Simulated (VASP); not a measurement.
Consider the following.

```
CELL_PARAMETERS angstrom
      1.57737    -2.73208     0.00000
      1.57737     2.73208     0.00000
      0.00000     0.00000     3.51197
ATOMIC_POSITIONS crystal
  Zr 0.00000 0.00000 0.00000
  B  0.33333 0.66667 0.50000
  B  0.66667 0.33333 0.50000
```

Calculation: PBEsol GGA, VASP's PBE PAW potentials (set 64) (plane waves; VASP). Run with 600 eV cut-off, 10×10×8 Γ-centred mesh, first-order Methfessel-Paxton smearing of 0.10 eV, potentials Zr_sv B.

Each relaxation starts from this cell; other phases were not tried.

The cell is relaxed at 20 GPa. What happens?

The volume per atom goes from 10.09 to 9.41 Å³ (-6.7 %), and the cell becomes a = b = 3.0855 Å, c = 3.4240 Å, α = β = 90.00°, γ = 120.00°, space group P6/mmm.

The cell is relaxed at 30 GPa. What happens?

The volume per atom goes from 10.09 to 9.14 Å³ (-9.4 %), and the cell becomes a = b = 3.0568 Å, c = 3.3886 Å, α = β = 90.00°, γ = 120.00°, space group P6/mmm.

Failed runs are left out, and for metals the shear rows, which the mesh's noise covers.

The compound is ZrB2 in the AlB2 type structure.
